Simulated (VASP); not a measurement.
A VASP calculation is set up with these files.

KPOINTS:
```
K-points
0
gamma
  8 8 4
0 0 0
```

### POSCAR
```
ZnO
1.0
  1.6234729095  -2.8119380004   0.0000000000
  1.6234729095   2.8119380004   0.0000000000
  0.0000000000   0.0000000000   5.2097935427
Zn O
2 2
Cartesian
  1.6234729095  -0.9373145414   2.6064383055
  1.6234729095   0.9373145414   0.0015415341
  1.6234729095  -0.9373145414   4.5934963705
  1.6234729095   0.9373145414   1.9885995992
```

### INCAR
```
# general
SYSTEM  = ZnO
PREC    = Accurate
ENCUT   = 600
LREAL   = F
LASPH   = T

# electronic loop
EDIFF   = 1E-7
NELM    = 100
ALGO    = Normal
LMAXMIX = 4
LMIXTAU = T

# smearing
ISMEAR  = 0
SIGMA   = 0.05

# functional
METAGGA = R2SCAN

# ions
IBRION  = 2
NSW     = 40
ISIF    = 3
EDIFFG  = -0.01
PSTRESS = 50

# output
LWAVE   = F
LCHARG  = F
```

POTCAR, in this order: Zn O (PBE.64 set). Program: vasp_std.

Translate this r2SCAN calculation to Ansatz.

One equivalent input (not run):
Ansatz 0.2 input:
```yaml
crystal:
  lattice:
    - [1.6234729, -2.8119380, 0.0000000]
    - [1.6234729, 2.8119380, 0.0000000]
    - [0.0000000, 0.0000000, 5.2097935]
  atoms:
    - { symbol: Zn, position: [0.6666670, 0.3333330, 0.5002959] }
    - { symbol: Zn, position: [0.3333330, 0.6666670, 0.0002959] }
    - { symbol: O, position: [0.6666670, 0.3333330, 0.8817041] }
    - { symbol: O, position: [0.3333330, 0.6666670, 0.3817041] }
kpoints:
  mp_grid: { grid: [8, 8, 4] }
hamiltonian:
  xc: r2scan
  pseudopotentials: { kind: paw }
scf:
  occupations: { method: gaussian, width: 0.05 }
  max_iter: 100
relax:
  max_steps: 40
  f_tol: 0.01
  cell: { p_target: 5 }
output: { forces: true, stress: true, eigenvalues: true }
```
Limits of the translation: each code has its own PAW files, so the cut-off isn't converted (ENCUT is set for VASP's; basis.ecutwfc is left out, and Ansatz then takes the one that its files recommend); Ansatz stops its SCF on the density residual and VASP on the energy change (EDIFF).

The compound is ZnO in the wurtzite structure. This run relaxes it under an external pressure of 5 GPa. Symmetry was kept, so distortions that lower it aren't found.
